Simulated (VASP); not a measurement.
# Lattice of Al across functionals and dispersion corrections

How close do the usual functionals, with and without dispersion, come to the cell of Al? The levels: PBE, LDA, r2SCAN and PBE + D3(BJ). LASPH is on for some levels and off for others; the table marks which. The start is a cell from a database of measured crystal structures.

Program: VASP 6.6.1. Level of theory: PBE; plane waves and PAW (Al), in the first sound run; inputs show where later runs differ. Results are calculated unless marked as measured.

**What experiment says.**

For Al, face-centred cubic (bulk crystal), “The interpretation of polycrystalline coherent inelastic neutron scattering from aluminium” (2013, pmc:3831299) quotes earlier work: lattice constant a (cubic lattice constant) 4.0495 Å [literature comparison value; measurement temperature not stated].

Most raw output is cut from this account.

### Step 1. Starting point

Before any relaxation, the start is as follows. Symmetry: Fm-3m, No. 225, cubic system. The conventional cell has a = 4.034 Å, b = 4.034 Å, c = 4.034 Å, α = 90.00°, β = 90.00°, γ = 90.00°. Al has 12 Al at 2.85 Å nearest.

Structure file:

```xyz
1
Lattice="0.0000 2.0170 2.0170 2.0170 0.0000 2.0170 2.0170 2.0170 0.0000" Properties=species:S:1:pos:R:3 pbc="T T T"
Al    0.0000    0.0000    0.0000
```

### Step 2. Relaxation with PBE

Properties are meant for the cell that this level of theory prefers, so cell and atoms are relaxed first (ISIF = 3) until forces and stress are small; EDIFFG sets the threshold. PBE, the usual starting point, adds the gradient of the density.

INCAR

```
SYSTEM = Al
PREC = Accurate
ENCUT = 520
EDIFF = 1E-06
NELM = 100
ISMEAR = -1
SIGMA = 0.05
LREAL = .FALSE.
ALGO = Normal
GGA = PE
NBANDS = 7
LORBIT = 11
LWAVE = .FALSE.
LCHARG = .FALSE.
KPAR = 2
IBRION = 2
NSW = 60
ISIF = 3
EDIFFG = -0.01
```

POSCAR

```
Al
1.0
    0.0000000000      2.0169500000      2.0169500000
    2.0169500000      0.0000000000      2.0169500000
    2.0169500000      2.0169500000      0.0000000000
Al
1
Direct
    0.0000000000      0.0000000000      0.0000000000
```

KPOINTS

```
Automatic mesh
0
Gamma
9 9 9
0 0 0
```

PAW data sets: Al (PBE family, release 64).

Run with:

```sh
$ mpirun -np 2 vasp_std
```

Run time: 5.6 s. Hardware: 2 MPI ranks of AMD EPYC 7R43, shared host; peak memory 0.21 GiB; 9.8 s of CPU time.

This run has no spin polarisation. Its electron count is odd, so without a moment it is a metal by construction. The k-mesh is coarse for a metal. The run keeps the 48 symmetry operations of its start, so it cannot find a distortion of lower symmetry.

Step by step:

```
step  energy less that of the first step (eV)  largest force (eV/Å)  pressure (GPa)  volume (Å³)
   1                                   0.0000                0.0000            0.71        16.41
   2                                  -0.0003                0.0000           -0.13        16.58
   3                                  -0.0003                0.0000           -0.01        16.56
```

```
conventional cell, symmetrised  before  after  change
                         a (Å)   4.034  4.046  +0.3 %
                         b (Å)   4.034  4.046  +0.3 %
                         c (Å)   4.034  4.046  +0.3 %
              volume (Å³/atom)   16.41  16.56  +0.9 %
```

Final coordinates:

```
Al
1.0
     0.00000    2.02288    2.02288
     2.02288    0.00000    2.02288
     2.02288    2.02288    0.00000
Al
1
Direct
  0.00000 0.00000 0.00000
```

This step gave:

- electrons: 3
- bands: 7
- irreducible k-points: 35
- symmetry operations: 48
- free energy (TOTEN): -3.718 eV
- energy at zero smearing: -3.716 eV
- Fermi energy: 7.938 eV
- pressure: -0.008554 GPa
- metallic: yes
- SCF cycles over all ionic steps: 17

It ends with forces that vanish by symmetry and a pressure of -0.01 GPa. The volume lies +0.9 % from that of the database's start. The conventional cell has a = 4.046 Å.

### Step 3. Relaxation with LDA

This step: LDA; plane waves and PAW (Al) (VASP 6.6.1).

LDA, the lowest rung, knows the local density alone.

INCAR, as its differences from that of step 2:

```diff
@@ -9,3 +9,3 @@
 ALGO = Normal
-GGA = PE
+GGA = CA
 NBANDS = 7
```

POSCAR is that of step 2.

KPOINTS is that of step 2.

Run with:

```sh
$ mpirun -np 2 vasp_std
```

It took 5.2 s on 2 MPI ranks; peak memory 0.19 GiB; 8.8 s of CPU time.

The PAW data sets were made with PBE, though LDA sets exist; this is a small mismatch.

Relaxation path:

```
step  energy less that of the first step (eV)  largest force (eV/Å)  pressure (GPa)  volume (Å³)
   1                                   0.0000                0.0000           -2.14        16.41
   2                                  -0.0029                0.0000            0.42        15.89
   3                                  -0.0030                0.0000            0.00        15.97
```

```
conventional cell, symmetrised  before  after  change
                         a (Å)   4.034  3.998  -0.9 %
                         b (Å)   4.034  3.998  -0.9 %
                         c (Å)   4.034  3.998  -0.9 %
              volume (Å³/atom)   16.41  15.97  -2.7 %
```

Final coordinates:

```
Al
1.0
     0.00000    1.99893    1.99893
     1.99893    0.00000    1.99893
     1.99893    1.99893    0.00000
Al
1
Direct
  0.00000 0.00000 0.00000
```

Numbers from this step:

| Quantity | Value |
| --- | --- |
| free energy (TOTEN) | -4.151 eV |
| energy at zero smearing | -4.148 eV |
| Fermi energy | 8.126 eV |
| pressure | 0.002462 GPa |
| SCF cycles over all ionic steps | 18 |

It ends at 15.97 Å³/atom, -2.7 % from the start, with 0.00 GPa left. The conventional cell has a = 3.998 Å.

### Step 4. Relaxation with r2SCAN

This step: r2SCAN; plane waves and PAW (Al) (VASP 6.6.1).

r2SCAN adds the kinetic-energy density, costs more than a GGA and is run with LASPH.

INCAR, as its differences from that of step 3:

```diff
@@ -9,3 +9,4 @@
 ALGO = Normal
-GGA = CA
+METAGGA = R2SCAN
+LASPH = .TRUE.
 NBANDS = 7
```

POSCAR is that of step 3.

KPOINTS is that of step 3.

Run with:

```sh
$ mpirun -np 2 vasp_std
```

Elapsed: 32 s, on 2 MPI ranks; peak memory 0.22 GiB; 61 s of CPU time.

The PAW data sets were made with PBE, which is usual practice but a small mismatch for other functionals.

Relaxation path:

```
step  energy less that of the first step (eV)  largest force (eV/Å)  pressure (GPa)  volume (Å³)
   1                                   0.0000                0.0000           -2.61        16.41
   2                                  -0.0043                0.0000            0.60        15.78
   3                                  -0.0045                0.0000            0.03        15.88
```

```
conventional cell, symmetrised  before  after  change
                         a (Å)   4.034  3.990  -1.1 %
                         b (Å)   4.034  3.990  -1.1 %
                         c (Å)   4.034  3.990  -1.1 %
              volume (Å³/atom)   16.41  15.88  -3.2 %
```

The relaxed structure:

```cif
data_structure
_symmetry_space_group_name_H-M 'P 1'
_symmetry_Int_Tables_number 1
_cell_length_a 2.8216
_cell_length_b 2.8216
_cell_length_c 2.8216
_cell_angle_alpha 60.000
_cell_angle_beta 60.000
_cell_angle_gamma 60.000
_cell_volume 15.88
loop_
_atom_site_label
_atom_site_type_symbol
_atom_site_fract_x
_atom_site_fract_y
_atom_site_fract_z
_atom_site_occupancy
Al1 Al 0.00000 0.00000 0.00000 1
```

It ends at 15.88 Å³/atom, -3.2 % from the start, with 0.03 GPa left. The conventional cell has a = 3.990 Å.

### Step 5. Relaxation with PBE + D3(BJ)

This step: PBE with D3(BJ); plane waves and PAW (Al) (VASP 6.6.1).

A dispersion term adds the long-range attraction that semilocal functionals lack. D3 with Becke-Johnson damping keeps a finite attraction at short range.

INCAR, as its differences from that of step 4:

```diff
@@ -9,4 +9,4 @@
 ALGO = Normal
-METAGGA = R2SCAN
-LASPH = .TRUE.
+GGA = PE
+IVDW = 12
 NBANDS = 7
```

POSCAR is that of step 4.

KPOINTS is that of step 4.

Run with:

```sh
$ mpirun -np 2 vasp_std
```

Elapsed: 6.2 s, on 2 MPI ranks; peak memory 0.22 GiB; 11 s of CPU time.

Dispersion corrections of this kind ignore metallic screening and tend to overbind metals.

The steps of the relaxation:

```
step  energy less that of the first step (eV)  largest force (eV/Å)  pressure (GPa)  volume (Å³)
   1                                   0.0000                0.0000           -2.72        16.41
   2                                  -0.0046                0.0000            0.55        15.76
   3                                  -0.0048                0.0000            0.01        15.86
```

```
conventional cell, symmetrised  before  after  change
                         a (Å)   4.034  3.988  -1.1 %
                         b (Å)   4.034  3.988  -1.1 %
                         c (Å)   4.034  3.988  -1.1 %
              volume (Å³/atom)   16.41  15.86  -3.4 %
```

The relaxed structure:

```xyz
1
Lattice="0.0000 1.9940 1.9940 1.9940 0.0000 1.9940 1.9940 1.9940 0.0000" Properties=species:S:1:pos:R:3 pbc="T T T"
Al    0.0000    0.0000    0.0000
```

It ends at 15.86 Å³/atom, -3.4 % from the start, with 0.01 GPa left. The conventional cell has a = 3.988 Å. Against plain PBE, the dispersion term moves a by -1.4 %.

### Step 6. The cells as a table

This step: relaxed cells at several levels; plane waves and PAW (VASP 6.6.1).

Derived from the runs above.

Lengths are those of the conventional cell; cost is the wall time of each run, as given at its step, times its ranks, without the set-up around it; LASPH differs between rows, which moves results and costs too. Results by level, by row:

```
       level  volume (Å³/atom)  change from the start (%)  a (Å)  cost (core minutes)  LASPH
         PBE             16.56                        0.9  4.046                0.187    off
         LDA             15.97                       -2.7  3.998                0.173    off
      r2SCAN             15.88                       -3.2   3.99                 1.07     on
PBE + D3(BJ)             15.86                       -3.4  3.988                0.207    off
```

### Step 7. Results

* volume, PBE: 16.56 Å³/atom
* volume, LDA: 15.97 Å³/atom
* volume, r2SCAN: 15.88 Å³/atom
* volume, PBE + D3(BJ): 15.86 Å³/atom

For Al the levels give volumes between 15.86 Å³/atom (PBE + D3(BJ)) and 16.56 Å³/atom (PBE), a spread of 4.4 %, while the cost of the finished runs spans a factor of 6.2. Within 1 % of experiment on every length: PBE. The nearest, PBE, is among the cheap ones. Thermal and zero-point expansion, often some tenths of a per cent in length, bear on this order: with the measured lengths lowered by an assumed 0.4 % the nearest is still PBE. The costs hold the number of ionic steps as well as the price of the functional. Adding D3(BJ) to PBE changes the volume by -4.2 % (a by -1.4 %). Pairwise corrections of the D and TS kind ignore the screening in a metal, so they may overbind here. Within 0.02 Å all end in space group Fm-3m; the runs can't lower the symmetry of the start. The k-sampling is coarse for a metal, so the Fermi level, pressures and the shape of the cell carry errors. LASPH is on for some levels and off for others, so differences between them are not the functional's alone. Each is a single relaxation on the plane waves of the start cell, so larger changes of volume carry a basis-set error that was not tested here.

Calculation against experiment:

| quantity | measured | PBE | LDA | r2SCAN | PBE + D3(BJ) |
| --- | --- | --- | --- | --- | --- |
| lattice constant a (Å) | 4.0495 | 4.046 (-0.1 %) | 3.998 (-1.3 %) | 3.990 (-1.5 %) | 3.988 (-1.5 %) |

Measured values from pmc:3831299 (2013).

**Verdict.** For the lattice constant a, of the levels listed nearest comes PBE (-0.1 %, good agreement) and farthest PBE + D3(BJ) (-1.5 %, a clear miss). The grades are ours: good and fair within 0.7 and 1.5 % for the lattice constant a. For lattice constants the calculation has a static lattice, without zero-point motion or thermal expansion.

[Lines on the potential files, build, host, timing and source positions are cut from VASP's logs without a mark.]

[Logs are printed without paths, hosts, clocks, repeated set-up lines and the standing remarks that a program may print on its own settings, such as how far it seeks lower states.]

[Hosts, paths, dates, database ids (printed as entryN), source tags and the programs' standing remarks are cut or masked in the printed files.]

[A measured line is paired with the nearest computed mode of its activity, which favours agreement.]
